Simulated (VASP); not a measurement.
Here is the system:

```yaml
crystal:
  lattice:
    - [4.97635, 0.00000, 0.00000]
    - [2.48818, 4.30965, 0.00000]
    - [0.00000, 0.00000, 17.99910]
  atoms:
    - { symbol: Si, position: [0.73077, 0.73077, 0.27779] }
    - { symbol: Si, position: [0.39744, 0.39744, 0.38890] }
    - { symbol: Si, position: [0.06410, 0.06410, 0.50000] }
    - { symbol: Si, position: [0.73077, 0.73077, 0.61110] }
    - { symbol: Si, position: [0.39744, 0.39744, 0.72221] }
    - { symbol: Ni, position: [0.23077, 0.23077, 0.27779] }
    - { symbol: Ni, position: [0.73077, 0.23077, 0.27779] }
    - { symbol: Ni, position: [0.23077, 0.73077, 0.27779] }
    - { symbol: Ni, position: [0.89744, 0.89744, 0.38890] }
    - { symbol: Ni, position: [0.39744, 0.89744, 0.38890] }
    - { symbol: Ni, position: [0.89744, 0.39744, 0.38890] }
    - { symbol: Ni, position: [0.56410, 0.56410, 0.50000] }
    - { symbol: Ni, position: [0.06410, 0.56410, 0.50000] }
    - { symbol: Ni, position: [0.56410, 0.06410, 0.50000] }
    - { symbol: Ni, position: [0.23077, 0.23077, 0.61110] }
    - { symbol: Ni, position: [0.73077, 0.23077, 0.61110] }
    - { symbol: Ni, position: [0.23077, 0.73077, 0.61110] }
    - { symbol: Ni, position: [0.89744, 0.89744, 0.72221] }
    - { symbol: Ni, position: [0.39744, 0.89744, 0.72221] }
    - { symbol: Ni, position: [0.89744, 0.39744, 0.72221] }
```

All values below come from LDA (Ceperley-Alder, Perdew-Zunger), VASP's LDA PAW potentials (set 64) (plane waves; VASP). Numerical set-up: LREAL = Auto, 300 eV cut-off, 6×6×1 Γ-centred mesh, Gaussian smearing of 0.10 eV, potentials Si Ni.

The cell holds a wide vacuum, so values per volume refer to the whole cell.

Q: Give the energies of bands 77 to 90 at the high-symmetry points, in eV from the Fermi level.

A: 
| band | Γ | M | K |
|---|---|---|---|
| 77 | -0.29 | -0.70 | -0.76 |
| 78 | -0.29 | -0.60 | -0.59 |
| 79 | -0.23 | -0.58 | -0.59 |
| 80 | -0.22 | -0.48 | -0.46 |
| 81 | -0.15 | -0.40 | -0.46 |
| 82 | -0.11 | -0.17 | -0.33 |
| 83 | -0.11 | -0.14 | -0.33 |
| 84 | -0.04 | -0.03 | -0.33 |
| 85 | 0.07 | 0.04 | -0.08 |
| 86 | 0.08 | 0.11 | -0.08 |
| 87 | 0.11 | 0.62 | 0.62 |
| 88 | 0.11 | 0.70 | 1.17 |
| 89 | 0.27 | 0.92 | 1.17 |
| 90 | 0.27 | 0.93 | 1.31 |

It has no gap at this level: it comes out as a metal or semimetal.

The cell is a sheet with vacuum, built from a database entry that may be metastable or hypothetical. The run is not spin-polarised, so no magnetic state was tried.
